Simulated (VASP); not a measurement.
Output of a VASP run:

File OSZICAR:
```
...
       N       E                     dE             d eps       ncg     rms          rms(c)
DAV:   1    -0.231327523197E+03   -0.14392E-01   -0.46824E-01   696   0.128E+00    0.270E-01
RMM:   2    -0.231329697109E+03   -0.21739E-02   -0.28668E-02   636   0.281E-01    0.857E-02
RMM:   3    -0.231330086369E+03   -0.38926E-03   -0.43306E-03   652   0.115E-01    0.374E-02
RMM:   4    -0.231330153177E+03   -0.66808E-04   -0.79815E-04   683   0.495E-02    0.314E-02
RMM:   5    -0.231330158532E+03   -0.53546E-05   -0.11712E-04   633   0.220E-02    0.196E-02
RMM:   6    -0.231330160657E+03   -0.21256E-05   -0.31136E-05   425   0.118E-02
   7 F= -.23133016E+03 E0= -.23131295E+03  d E =-.170213E-01  mag=     1.0000
       N       E                     dE             d eps       ncg     rms          rms(c)
DAV:   1    -0.231334243278E+03   -0.40847E-02   -0.41106E-01   696   0.120E+00    0.255E-01
RMM:   2    -0.231336186807E+03   -0.19435E-02   -0.25378E-02   636   0.265E-01    0.822E-02
RMM:   3    -0.231336521475E+03   -0.33467E-03   -0.38415E-03   651   0.109E-01    0.360E-02
RMM:   4    -0.231336583708E+03   -0.62233E-04   -0.73441E-04   690   0.472E-02    0.306E-02
RMM:   5    -0.231336587612E+03   -0.39048E-05   -0.98048E-05   611   0.204E-02
   8 F= -.23133659E+03 E0= -.23131832E+03  d E =-.234483E-01  mag=     1.0000
       N       E                     dE             d eps       ncg     rms          rms(c)
DAV:   1    -0.231336689624E+03   -0.10592E-03   -0.19792E-02   712   0.264E-01    0.570E-02
RMM:   2    -0.231336781095E+03   -0.91471E-04   -0.12308E-03   636   0.586E-02    0.190E-02
RMM:   3    -0.231336799033E+03   -0.17938E-04   -0.20209E-04   650   0.249E-02    0.906E-03
RMM:   4    -0.231336802490E+03   -0.34570E-05   -0.37337E-05   450   0.111E-02
   9 F= -.23133680E+03 E0= -.23131835E+03  d E =-.236631E-01  mag=     1.0000
       N       E                     dE             d eps       ncg     rms          rms(c)
DAV:   1    -0.231339750522E+03   -0.29515E-02   -0.22331E-01   664   0.890E-01    0.187E-01
RMM:   2    -0.231340949748E+03   -0.11992E-02   -0.14200E-02   636   0.204E-01    0.616E-02
RMM:   3    -0.231341144051E+03   -0.19430E-03   -0.20981E-03   651   0.829E-02    0.280E-02
RMM:   4    -0.231341175880E+03   -0.31829E-04   -0.38083E-04   684   0.355E-02    0.215E-02
RMM:   5    -0.231341179535E+03   -0.36549E-05   -0.72568E-05   544   0.170E-02
  10 F= -.23134118E+03 E0= -.23132224E+03  d E =-.437704E-02  mag=     1.0000
       N       E                     dE             d eps       ncg     rms          rms(c)
DAV:   1    -0.231341252890E+03   -0.77010E-04   -0.60915E-03   712   0.148E-01    0.310E-02
RMM:   2    -0.231341286458E+03   -0.33569E-04   -0.40534E-04   636   0.343E-02    0.105E-02
RMM:   3    -0.231341292964E+03   -0.65056E-05   -0.67700E-05   522   0.146E-02    0.590E-03
RMM:   4    -0.231341293981E+03   -0.10174E-05   -0.10756E-05   378   0.634E-03
  11 F= -.23134129E+03 E0= -.23132230E+03  d E =-.449149E-02  mag=     1.0000
       N       E                     dE             d eps       ncg     rms          rms(c)
DAV:   1    -0.231342127080E+03   -0.83412E-03   -0.36996E-02   682   0.361E-01    0.849E-02
RMM:   2    -0.231342312697E+03   -0.18562E-03   -0.23891E-03   636   0.840E-02    0.268E-02
RMM:   3    -0.231342344283E+03   -0.31586E-04   -0.36624E-04   652   0.344E-02    0.121E-02
RMM:   4    -0.231342348627E+03   -0.43441E-05   -0.59054E-05   511   0.143E-02
  12 F= -.23134235E+03 E0= -.23132335E+03  d E =-.105465E-02  mag=     1.0000
```

**OUTCAR**
```
------------------------ aborting loop because EDIFF is reached ----------------------------------------
  FORCE on cell =-STRESS in cart. coord.  units (eV):
  Direction    XX          YY          ZZ          XY          YZ          ZX
  --------------------------------------------------------------------------------------
  Total        1.9964934      1.9743345      2.0505827      0.1075853     -0.1580888     -0.4528321
  in kB        1.6577627      1.6393633      1.7026751      0.0893321     -0.1312670     -0.3760033
  external PRESSURE =       1.6666004 kB  Pullay stress =       0.0000000 kB
  volume of cell :     1929.55
      direct lattice vectors                 reciprocal lattice vectors
    12.449503558  0.000000000  0.000000000     0.080324488  0.000000000  0.000000000
     0.000000000 12.449503558  0.000000000     0.000000000  0.080324488  0.000000000
     0.000000000  0.000000000 12.449503558     0.000000000  0.000000000  0.080324488
  FREE ENERGIE OF THE ION-ELECTRON SYSTEM (eV)
  ---------------------------------------------------
  free  energy   TOTEN  =      -231.3423486269 eV

  energy  without entropy=     -231.3043524904  energy(sigma->0) =     -231.32335056

 total charge

# of ion       s       p       d       tot
------------------------------------------
    1        1.111   1.056   0.079   2.245
    2        1.114   1.063   0.079   2.256
    3        1.114   1.063   0.079   2.256
    4        1.115   1.062   0.080   2.257
    5        1.111   1.056   0.079   2.245
    6        1.114   1.063   0.079   2.257
    7        1.110   1.058   0.079   2.247
    8        1.111   1.056   0.079   2.246
    9        1.147   1.015   0.067   2.229
   10        1.155   1.072   0.054   2.280
   11        1.148   1.018   0.067   2.233
   12        1.114   1.064   0.080   2.257
   13        1.146   1.019   0.067   2.232
   14        1.110   1.056   0.079   2.246
   15        1.110   1.059   0.079   2.248
   16        1.115   1.063   0.080   2.258
   17        1.114   1.063   0.079   2.256
   18        1.114   1.063   0.079   2.256
   19        1.114   1.063   0.079   2.256
   20        1.111   1.056   0.079   2.245
   21        1.114   1.064   0.080   2.257
   22        1.146   1.021   0.067   2.235
   23        1.114   1.063   0.079   2.256
   24        1.115   1.061   0.080   2.256
   25        1.114   1.063   0.080   2.257
   26        1.114   1.063   0.079   2.257
   27        1.110   1.058   0.079   2.248
   28        1.114   1.063   0.079   2.257
   29        1.110   1.057   0.079   2.246
   30        1.111   1.055   0.079   2.244
   31        1.110   1.059   0.079   2.249
   32        1.110   1.057   0.079   2.247
   33        1.115   1.063   0.080   2.258
   34        1.141   1.305   0.021   2.467
   35        1.141   1.306   0.021   2.468
   36        1.141   1.305   0.021   2.467
   37        1.139   1.311   0.022   2.472
   38        1.141   1.304   0.021   2.467
   39        1.141   1.305   0.021   2.468
   40        1.139   1.312   0.022   2.472
   41        1.141   1.305   0.021   2.468
   42        1.141   1.305   0.021   2.468
   43        1.141   1.305   0.021   2.467
   44        1.141   1.304   0.021   2.466
   45        1.139   1.311   0.022   2.472
   46        1.139   1.312   0.022   2.473
   47        1.139   1.311   0.022   2.472
   48        1.142   1.313   0.022   2.477
...
```
(Selected blocks of OUTCAR.)

### POSCAR
```
Ga33Sb31
1
   12.4495035576    -0.0000000000    -0.0000000000
   -0.0000000000    12.4495035576     0.0000000000
    0.0000000000     0.0000000000    12.4495035576
Ga Sb
33 31
Direct
  0.5000000000   0.0000000000   0.0000000000
  0.7500000000   0.2500000000   0.0000000000
  0.7500000000   0.0000000000   0.2500000000
  0.0000000000   0.0000000000   0.0000000000
  0.2500000000   0.2500000000   0.0000000000
  0.5000000000   0.5000000000   0.0000000000
  0.7500000000   0.7500000000   0.0000000000
  0.2500000000   0.0000000000   0.2500000000
  0.4980090000   0.2464700000   0.2535020000
  0.6253820000   0.3788300000   0.3782570000
  0.7491070000   0.4990060000   0.2512420000
  0.5000000000   0.0000000000   0.5000000000
  0.7522100000   0.2484590000   0.5039190000
  0.7500000000   0.0000000000   0.7500000000
  0.0000000000   0.5000000000   0.0000000000
  0.2500000000   0.7500000000   0.0000000000
  0.0000000000   0.2500000000   0.2500000000
  0.2500000000   0.5000000000   0.2500000000
  0.5000000000   0.7500000000   0.2500000000
  0.0000000000   0.0000000000   0.5000000000
  0.2500000000   0.2500000000   0.5000000000
  0.4995640000   0.4977410000   0.5031610000
  0.7500000000   0.7500000000   0.5000000000
  0.2500000000   0.0000000000   0.7500000000
  0.5000000000   0.2500000000   0.7500000000
  0.7500000000   0.5000000000   0.7500000000
  0.0000000000   0.7500000000   0.2500000000
  0.0000000000   0.5000000000   0.5000000000
  0.2500000000   0.7500000000   0.5000000000
  0.0000000000   0.2500000000   0.7500000000
  0.2500000000   0.5000000000   0.7500000000
  0.5000000000   0.7500000000   0.7500000000
  0.0000000000   0.7500000000   0.7500000000
  0.6250000000   0.1250000000   0.1250000000
  0.8750000000   0.3750000000   0.1250000000
  0.8750000000   0.1250000000   0.3750000000
  0.1250000000   0.1250000000   0.1250000000
  0.3750000000   0.3750000000   0.1250000000
  0.6250000000   0.6250000000   0.1250000000
  0.8750000000   0.8750000000   0.1250000000
  0.3750000000   0.1250000000   0.3750000000
  0.8750000000   0.6250000000   0.3750000000
  0.6250000000   0.1250000000   0.6250000000
  0.8750000000   0.3750000000   0.6250000000
  0.8750000000   0.1250000000   0.8750000000
  0.1250000000   0.6250000000   0.1250000000
  0.3750000000   0.8750000000   0.1250000000
  0.1250000000   0.3750000000   0.3750000000
  0.3750000000   0.6250000000   0.3750000000
  0.6250000000   0.8750000000   0.3750000000
  0.1250000000   0.1250000000   0.6250000000
  0.3750000000   0.3750000000   0.6250000000
  0.6250000000   0.6250000000   0.6250000000
  0.8750000000   0.8750000000   0.6250000000
  0.3750000000   0.1250000000   0.8750000000
  0.6250000000   0.3750000000   0.8750000000
  0.8750000000   0.6250000000   0.8750000000
  0.1250000000   0.8750000000   0.3750000000
  0.1250000000   0.6250000000   0.6250000000
  0.3750000000   0.8750000000   0.6250000000
  0.1250000000   0.3750000000   0.8750000000
  0.3750000000   0.6250000000   0.8750000000
  0.6250000000   0.8750000000   0.8750000000
  0.1250000000   0.8750000000   0.8750000000
```

Problem. Reconstruct the remaining input files.

Solution. Several could match; the one computed here: the input of the run itself, PBE GGA, plane waves, VASP's PBE PAW potentials (set 64).

**INCAR**
```
SYSTEM = Ga33Sb31
PREC = Normal; ENCUT = 400; LREAL = Auto
LASPH = .TRUE.; ISYM = 0; NELECT = 253.0
EDIFF = 1E-5; NELM = 100; NELMIN = 4
ALGO = Fast; LMAXMIX = 4
ISMEAR = 0; SIGMA = 0.05
GGA = PE
ISPIN = 2; MAGMOM = 64*0.0156; NUPDOWN = 1
IBRION = 2; NSW = 60; ISIF = 2
EDIFFG = -0.03
LWAVE = .FALSE.; LCHARG = .FALSE.; LORBIT = 10
```

**KPOINTS**
```
Automatic mesh
0
Gamma
1 1 1
0 0 0
```

POTCAR, in this order: Ga Sb (PBE.64 set). Program: vasp_gam.

The cell is charged, with a uniform compensating background. The supercell is sampled at Γ alone, which is coarse: total energies, pressure and levels can be off, energies of defects by several tenths of an eV.

The cell is a supercell with a defect, built from GaSb (zinc blende): Ga_Sb, charge +1.
